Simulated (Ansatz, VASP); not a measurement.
# Cross-check of Ti2NF2 (Ti2NF2 MXene monolayer) between VASP and Ansatz, part 2 of 2

Wanted: the spread between two codes on one cell, functional and k mesh. Of the first pair: The structure shown is the start of the Ansatz relaxation below; VASP solves that cell, so the two are compared at the walk's first step.

VASP 6.6.1 and Ansatz 0.2.0.

So far: The structure; Ansatz: relaxation, PBE with D3(BJ).

### 3. VASP: single point, PBE with D3(BJ), start cell, pair 1

Level of this step: PBE with D3(BJ), zero-moment start; plane waves and PAW (F, Ti_sv, N) (VASP).

The same cell, functional, mesh and smearing now go to VASP, with its own data sets.

Lines of VASP's logs that name or quote its potential files are left out, and so is its time.

Input file INCAR:

```
SYSTEM = Ti2NF2
PREC = Accurate
ENCUT = 520
EDIFF = 1E-06
NELM = 200
ISMEAR = -1
SIGMA = 0.05
LREAL = .FALSE.
ALGO = Normal
GGA = PE
IVDW = 12
NBANDS = 30
ISPIN = 2
MAGMOM = -0 -0 -0 -0 0
LASPH = .TRUE.
LMAXMIX = 4
LORBIT = 11
LWAVE = .FALSE.
LCHARG = .FALSE.
ISIF = 2
LDIPOL = .TRUE.
IDIPOL = 3
DIPOL = 0.5 0.5 0.5
LVHAR = .TRUE.
GGA_COMPAT = .FALSE.
NELMDL = -8
KPAR = 2
```

Input file POSCAR:

```
Ti2NF2
1.0
    3.0287400000      0.0000000000      0.0000000000
   -1.5143700000      2.6229660000      0.0000000000
    0.0000000000      0.0000000000     39.7723860000
F Ti N
2 2 1
Direct
    0.3333333333      0.6666666667      0.4450323901
    0.6666666667      0.3333333333      0.5549676099
    0.6666666667      0.3333333333      0.4699525193
    0.3333333333      0.6666666667      0.5300474807
    0.0000000000      0.0000000000      0.5000000000
```

Input file KPOINTS:

```
Automatic mesh
0
Gamma
12 12 1
0 0 0
```

Potentials, in the order of the species: F, Ti_sv and N (PBE family, release 64).

Command:

```sh
> mpirun -np 2 vasp_std
```

Numbers of over 12 decimals in the logs are rounded to 6 here.

What it wrote:

```text
[banner, memory and clock lines left out]
running    2 mpi-ranks, on    1 nodes
 distrk:  each k-point on    1 cores,    2 groups
 distr:  one band on    1 cores,    1 groups

 POSCAR found type information on POSCAR F TiN
 POSCAR found :  3 types and       5 ions
 LDA part: xc-table for (Slater+PW92), standard interpolation
 POSCAR, INCAR and KPOINTS ok, starting setup
 FFT: planning ... GRIDC
 FFT: planning ... GRID_SOFT
 FFT: planning ... GRID
 WAVECAR not read
 entering main loop
       N       E                     dE             d eps       ncg     rms          rms(c)
DAV:   1     0.503687197455E+03    0.50369E+03   -0.20987E+04  2784   0.119E+03
DAV:   2     0.282241044724E+02   -0.47546E+03   -0.46468E+03  2962   0.365E+02
DAV:   3    -0.418969079059E+02   -0.70121E+02   -0.69462E+02  3358   0.147E+02
DAV:   4    -0.472632642303E+02   -0.53664E+01   -0.53442E+01  3494   0.387E+01
DAV:   5    -0.477082004765E+02   -0.44494E+00   -0.44483E+00  3258   0.758E+00
DAV:   6    -0.477189500042E+02   -0.10750E-01   -0.10749E-01  3518   0.150E+00
DAV:   7    -0.477193524295E+02   -0.40243E-03   -0.40242E-03  3250   0.208E-01
DAV:   8    -0.477193579893E+02   -0.55598E-05   -0.55596E-05  3478   0.314E-02    0.236E+01
DAV:   9    -0.393848775405E+02    0.83345E+01   -0.50739E+01  3098   0.623E+01    0.759E+00
DAV:  10    -0.391527246207E+02    0.23215E+00   -0.46567E+00  2634   0.184E+01    0.663E+00
DAV:  11    -0.390193665561E+02    0.13336E+00   -0.13794E+00  2812   0.833E+00    0.272E+00
DAV:  12    -0.389930333451E+02    0.26333E-01   -0.17725E-01  3008   0.363E+00    0.597E-01
DAV:  13    -0.389821682963E+02    0.10865E-01   -0.33683E-02  3120   0.141E+00    0.270E-01
DAV:  14    -0.389793680622E+02    0.28002E-02   -0.22262E-03  3360   0.416E-01    0.231E-01
[...]
DAV:  23    -0.389776985731E+02   -0.12560E-03   -0.72307E-06  2598   0.788E-03    0.310E-03
DAV:  24    -0.389777466134E+02   -0.48040E-04   -0.26916E-06  2576   0.668E-03    0.146E-03
DAV:  25    -0.389777711733E+02   -0.24560E-04   -0.62880E-07  2288   0.361E-03    0.937E-04
DAV:  26    -0.389777912739E+02   -0.20101E-04   -0.98296E-07  2300   0.245E-03    0.489E-04
DAV:  27    -0.389777956109E+02   -0.43370E-05   -0.12096E-07  2042   0.122E-03    0.254E-04
DAV:  28    -0.389778002326E+02   -0.46217E-05   -0.58178E-08  1822   0.796E-04    0.144E-04
DAV:  29    -0.389778016546E+02   -0.14219E-05   -0.17413E-08  1780   0.470E-04    0.100E-04
DAV:  30    -0.389778023808E+02   -0.72618E-06   -0.30415E-09  1606   0.276E-04
   1 F= -.40083582E+02 E0= -.40076161E+02  d E =-.148410E-01  mag=    -0.0000
```

Parts of OUTCAR (step 3):

```text
ion  position               nearest neighbor table
   1  0.333  0.667  0.445-   3 2.01   3 2.01   3 2.01
   2  0.667  0.333  0.555-   4 2.01   4 2.01   4 2.01
   3  0.667  0.333  0.470-   1 2.01   1 2.01   1 2.01   5 2.12   5 2.12   5 2.12
   4  0.333  0.667  0.530-   2 2.01   2 2.01   2 2.01   5 2.12   5 2.12   5 2.12
   5  0.000  0.000  0.500-   3 2.12   4 2.12   3 2.12   4 2.12   3 2.12   4 2.12

  LATTYP: Found a hexagonal cell.
 ALAT       =     3.0287400000
 C/A-ratio  =    13.1316606906

 Subroutine GETGRP returns: Found 12 space group operations
 (whereof 12 operations were pure point group operations)

The static configuration has the point symmetry D_3d.

 Found     19 irreducible k-points:

   k-points           NKPTS =     19   k-points in BZ     NKDIM =     19   number of bands    NBANDS=     30

   dimension x,y,z NGX =    24 NGY =   24 NGZ =  300
   dimension x,y,z NGXF=    48 NGYF=   48 NGZF=  600

   ENCUT  =  520.0 eV  38.22 Ry    6.18 a.u.   5.63  5.63 73.95*2*pi/ulx,y,z

   NELECT =      43.0000    total number of electrons

 k-points in reciprocal lattice and weights: Automatic mesh
   0.00000000  0.00000000  0.00000000       0.007
   0.08333333 -0.00000000  0.00000000       0.042
   0.16666667  0.00000000  0.00000000       0.042
   0.25000000 -0.00000000  0.00000000       0.042
   0.33333333 -0.00000000  0.00000000       0.042
   0.41666667 -0.00000000  0.00000000       0.042
   0.50000000 -0.00000000  0.00000000       0.021
   0.08333333  0.08333333  0.00000000       0.042
   0.16666667  0.08333333  0.00000000       0.083
[...]
0.33333333  0.25000000  0.00000000       0.083
   0.33333333  0.33333333  0.00000000       0.014

 dipolmoment           0.000000      0.000000     -0.000000 electrons x Angstroem

 average (electrostatic) potential at core
       1 -83.8997       2 -83.8997       3 -82.3786       4 -82.3786       5 -70.2698

 E-fermi :  -0.1829

 spin component 1
 k-point     1 :       0.0000    0.0000    0.0000
  band No.  band energies     occupation
    ...
     19      -4.4587      1.00000
     20      -4.4587      1.00000
     21      -0.8000      1.00000
     22      -0.8000      1.00000
     23      -0.5069      0.99847
     24       0.4536      0.00000
     25       0.4536      0.00000
     26       0.6247      0.00000
     27       0.8801      0.00000
     28       1.2022      0.00000
    ...

 k-point     2 :       0.0833   -0.0000    0.0000
  band No.  band energies     occupation
    ...
     19      -4.7364      1.00000
     20      -4.5411      1.00000
     21      -0.8847      1.00000
     22      -0.6638      0.99993
     23      -0.4628      0.99630
     24       0.4229      0.00001
     25       0.5144      0.00000
     26       0.6551      0.00000
     27       1.0693      0.00000
     28       1.1488      0.00000
    ...

 k-point     3 :       0.1667    0.0000    0.0000
  band No.  band energies     occupation
    ...
     19      -5.3383      1.00000
     20      -4.7247      1.00000
     21      -1.2153      1.00000
     22      -0.3277      0.94757
     23      -0.2201      0.67767
     24       0.4040      0.00001
     25       0.6973      0.00000
     26       0.8369      0.00000
     27       1.0474      0.00000
     28       1.3443      0.00000
    ...

 k-point     4 :       0.2500   -0.0000    0.0000
  band No.  band energies     occupation
    ...
     17      -9.1012      1.00000
     18      -5.9142      1.00000
     19      -5.4660      1.00000
     20      -4.9018      1.00000
     21      -1.6084      1.00000
     22       0.0875      0.00445
     23       0.1293      0.00194
     24       0.3857      0.00001
     25       0.9630      0.00000
     26       1.0087      0.00000
    ...

 k-point     5 :       0.3333   -0.0000    0.0000
  band No.  band energies     occupation
    ...
     17      -9.1898      1.00000
     18      -6.3163      1.00000
     19      -5.5267      1.00000
     20      -5.0156      1.00000
     21      -1.9448      1.00000
     22       0.3043      0.00006
     23       0.5035      0.00000
     24       0.5340      0.00000
     25       1.0375      0.00000
     26       1.2032      0.00000
    ...

 k-point     6 :       0.4167   -0.0000    0.0000
  band No.  band energies     occupation
    ...
     17      -9.0792      1.00000
     18      -6.5581      1.00000
     19      -5.5509      1.00000
     20      -5.0669      1.00000
     21      -2.1698      1.00000
     22       0.2444      0.00019
     23       0.8406      0.00000
     24       0.8435      0.00000
     25       1.0422      0.00000
     26       1.3374      0.00000
    ...

 Edisp (eV)   -1.10578

  Total       3.62799     3.62799     1.90089     0.00000     0.00000    -0.00000
  in kB      18.39670    18.39671     9.63901     0.00000     0.00000    -0.00000
  external pressure =       15.48 kB  Pullay stress =        0.00 kB

  energy-cutoff  :      520.00
  volume of cell :      315.96
      direct lattice vectors                 reciprocal lattice vectors
     3.028740000  0.000000000  0.000000000     0.330170302  0.190623897  0.000000000
    -1.514370000  2.622966000  0.000000000     0.000000000  0.381247794  0.000000000
     0.000000000  0.000000000 39.772386000     0.000000000  0.000000000  0.025143073

 POSITION                                       TOTAL-FORCE (eV/Angst)
 -----------------------------------------------------------------------------------
     -0.00000      1.74864     17.70000         0.000000     -0.000000     -3.307195
      1.51437      0.87432     22.07239         0.000000      0.000000      3.307195
      1.51437      0.87432     18.69113        -0.000000     -0.000000      5.208817
     -0.00000      1.74864     21.08125         0.000000      0.000000     -5.208817
      0.00000      0.00000     19.88619        -0.000000     -0.000000      0.000000
 -----------------------------------------------------------------------------------
    total drift:                                0.000000     -0.000000      0.000000

  FREE ENERGIE OF THE ION-ELECTRON SYSTEM (eV)
  ---------------------------------------------------
  free  energy   TOTEN  =       -40.0835816020 eV

  energy  without entropy=      -40.0687405799  energy(sigma->0) =      -40.07616109

 vacuum level on the upper side and lower side of the slab         1.929         1.929

 total charge
# of ion       s       p       d       tot
------------------------------------------
    1        1.739   4.417   0.000   6.156
    2        1.739   4.417   0.000   6.156
    3        2.159   6.179   2.049  10.388
    4        2.159   6.179   2.049  10.388
    5        1.242   2.496   0.000   3.738
--------------------------------------------------
tot          9.038  23.689   4.098  36.826

 magnetization (x)
# of ion       s       p       d       tot
------------------------------------------
    1       -0.000   0.000   0.000   0.000
    2       -0.000   0.000   0.000   0.000
    3       -0.000  -0.000  -0.000  -0.000
    4       -0.000  -0.000  -0.000  -0.000
    5        0.000   0.000   0.000   0.000
--------------------------------------------------
tot          0.000   0.000  -0.000  -0.000

[... 3 further parts left out ...]
```

This run allows spin, but its moments start at zero, where symmetry between the spins tends to hold them, although Ti can carry a moment. Its electron count is odd, so without a moment it is a metal by construction.

### 4. Differences

Known differences besides the potentials themselves: Ansatz cuts the interaction across the vacuum, VASP repeats the sheet with a dipole correction; the cutoff is 420 eV in Ansatz and 520 eV in VASP. Total energies have different zeros and are not compared.

Forces (eV/Å; atoms numbered as in POSCAR):

| atom | Ansatz x, y, z | VASP x, y, z |
| --- | --- | --- |
| F1 | 0.000, 0.000, -3.253 | 0.000, 0.000, -3.307 |
| F2 | 0.000, 0.000, 3.253 | 0.000, 0.000, 3.307 |
| Ti3 | 0.000, 0.000, 5.190 | 0.000, 0.000, 5.209 |
| Ti4 | 0.000, 0.000, -5.190 | 0.000, 0.000, -5.209 |
| N5 | 0.000, 0.000, 0.000 | 0.000, 0.000, 0.000 |

The forces differ by 21 meV/Å r.m.s., which is 0.9 % of the r.m.s. force of 2.253 eV/Å (both taken over all components). Moments aren't recorded for both runs of this pair, so they may hold unlike magnetic states. With vacuum in the cell, a pressure given here is an average over mostly empty space and none of the material.

### 5. Ansatz: relaxation, PBE with D3(BJ)

This run makes the geometry at which the two programs are then compared.

The structure compared here is the end of the Ansatz relaxation.

Input file input.yaml:

```yaml
crystal:
  lattice:
    - [3.02874, 0.0, 0.0]
    - [-1.51437, 2.6229657815, 0.0]
    - [0.0, 0.0, 39.7723862702]
  atoms:
    - { symbol: F, position: [0.3333333333, 0.6666666667, 0.445032387] }
    - { symbol: Ti, position: [0.6666666667, 0.3333333333, 0.4699525167], spin: 1.0 }
    - { symbol: "N", position: [0.0, 0.0, 0.5] }
    - { symbol: Ti, position: [0.3333333333, 0.6666666667, 0.5300474833], spin: 1.0 }
    - { symbol: F, position: [0.6666666667, 0.3333333333, 0.554967613] }
  periodic: [true, true, false]
magnetization:
  spin_polarized: true
kpoints:
  mp_grid: { grid: [12, 12, 1] }
hamiltonian:
  xc: pbe
  dispersion: d3bj
scf:
  occupations: { method: fermi_dirac, width: 0.05 }
  convergence: { dr2_threshold: 1.0e-09 }
relax:
  f_tol: 0.004
  max_steps: 90
  cell: {}
output:
  write_potential: true
  write_density: true
  volumetric_format: npy
```

Command:

```sh
> ansatz run input.yaml --threads 2 --pin off --max-ram 3072MiB --backend cpu --events-out ev --progress --plain --runs-dir out
```

What it wrote:

```text
[...]
Crystal: 5 atoms, lattice volume = 315.963 Å³
Basis set: ecut = 420 eV, 6073 PW (Γ), exchange–correlation on 48×48×540 points (8 copies of the dense FFT grid, shifted against one another)
Bands: 28, of which v1, the nominal top of the filled ones, is band 22 counted from 1 (21 counted from 0)
[...]
cell:  # Å, volume = 315.4071 Å³
    - [3.026074, 0, 0]
    - [-1.513037, 2.620657, 0]
    - [0, 0, 39.7723862702]
  atoms:
    - { symbol: F, position: [0.333333, 0.666667, 0.441319] }
    - { symbol: Ti, position: [0.666667, 0.333333, 0.472881] }
    - { symbol: N, position: [0, 0, 0.5] }
    - { symbol: Ti, position: [0.333333, 0.666667, 0.527119] }
    - { symbol: F, position: [0.666667, 0.333333, 0.558681] }
[key lines of the parts left out:]
SCF converged after 4 iterations
Magnetization: -0.0000 μB (21.5000 up, 21.5000 down)
Free energy (F): -7008.028062 eV
Fermi energy:    -4.421082 eV
P = ½ c Tr σ = 0.0177 N/m
```

### 6. VASP: single point, PBE with D3(BJ), relaxed cell, pair 2

The same cell, functional, mesh and smearing now go to VASP, with its own data sets.

INCAR is that of step 3.

Input file POSCAR:

```
Ti2NF2
1.0
    3.0260741071      0.0000000000      0.0000000000
   -1.5130370535      2.6206570505      0.0000000000
    0.0000000000      0.0000000000     39.7723862702
F Ti N
2 2 1
Direct
    0.3333333333      0.6666666667      0.4413193911
    0.6666666667      0.3333333333      0.5586806089
    0.6666666667      0.3333333333      0.4728807622
    0.3333333333      0.6666666667      0.5271192378
    0.0000000000      0.0000000000      0.5000000000
```

KPOINTS is that of step 3.

Command:

```sh
> mpirun -np 2 vasp_std
```

What it wrote:

```text
[... set-up lines as in an earlier step ...]
 entering main loop
       N       E                     dE             d eps       ncg     rms          rms(c)
DAV:   1     0.494872849310E+03    0.49487E+03   -0.21045E+04  2824   0.119E+03
DAV:   2     0.288236194828E+02   -0.46605E+03   -0.45427E+03  2900   0.367E+02
DAV:   3    -0.425785582537E+02   -0.71402E+02   -0.70661E+02  3376   0.147E+02
DAV:   4    -0.481178298069E+02   -0.55393E+01   -0.55206E+01  3606   0.391E+01
[...]
DAV:  27    -0.400556588185E+02   -0.34614E-05   -0.60362E-08  1666   0.977E-04    0.224E-04
DAV:  28    -0.400556611486E+02   -0.23301E-05   -0.29902E-08  1530   0.716E-04    0.110E-04
DAV:  29    -0.400556621394E+02   -0.99074E-06   -0.10485E-08  1438   0.409E-04
   1 F= -.41170784E+02 E0= -.41161565E+02  d E =-.184374E-01  mag=     0.0000
```

Parts of OUTCAR (step 6):

```text
 Edisp (eV)   -1.11512

  Total       0.14971     0.14971     0.08102     0.00000     0.00000     0.00000
  in kB       0.76047     0.76047     0.41157     0.00000     0.00000     0.00000
  external pressure =        0.64 kB  Pullay stress =        0.00 kB

 POSITION                                       TOTAL-FORCE (eV/Angst)
 -----------------------------------------------------------------------------------
     -0.00000      1.74710     17.55233        -0.000000      0.000000     -0.028696
      1.51304      0.87355     22.22006         0.000000      0.000000      0.028696
      1.51304      0.87355     18.80760        -0.000000      0.000000     -0.029014
     -0.00000      1.74710     20.96479         0.000000     -0.000000      0.029014
      0.00000      0.00000     19.88619         0.000000      0.000000      0.000000
 -----------------------------------------------------------------------------------
    total drift:                                0.000000      0.000000      0.000000

  FREE ENERGIE OF THE ION-ELECTRON SYSTEM (eV)
  ---------------------------------------------------
  free  energy   TOTEN  =       -41.1707836795 eV

  energy  without entropy=      -41.1523462765  energy(sigma->0) =      -41.16156498

 magnetization (x)
# of ion       s       p       d       tot
------------------------------------------
    1       -0.000  -0.000   0.000  -0.000
    2       -0.000  -0.000   0.000  -0.000
    3       -0.000  -0.000   0.000   0.000
    4       -0.000  -0.000   0.000   0.000
    5        0.000   0.000   0.000   0.000
--------------------------------------------------
tot         -0.000  -0.000   0.000   0.000

[... 1 part as in an earlier step ...]

[... 2 further parts left out ...]
[key lines of the parts left out:]
E-fermi :  -2.3097
```

### 7. Side by side

At this near-relaxed geometry the largest component of a force difference is 29 meV/Å. With vacuum in the cell, a pressure given here is an average over mostly empty space and none of the material.

### 8. Outcome

```yaml
r_m_s_force_difference_single_point_pbe_with_d3_bj_start_cell_pair_1: 0.93 % of the r.m.s. force
r_m_s_force_difference_single_point_pbe_with_d3_bj_relaxed_cell_pair_2: 15 meV/Å
```

**Reading.** The r.m.s. force difference is 15 meV/Å (single point, PBE with D3(BJ), relaxed cell, pair 2), beyond the 12 meV/Å picked in this series as the mark of a large difference. What causes the difference of the single point, PBE with D3(BJ), relaxed cell, pair 2 pair stays open here. How closely two codes agree says nothing of how well the functional describes the real material.

[Lines on the potential files, build, host, timing and source positions are cut from VASP's logs without a mark.]

[Logs are printed without paths, hosts, clocks, repeated set-up lines and the standing remarks that a program may print on its own settings, such as how far it seeks lower states.]

[Hosts, paths, dates, database ids (printed as entryN), source tags and the programs' standing remarks are cut or masked in the printed files.]
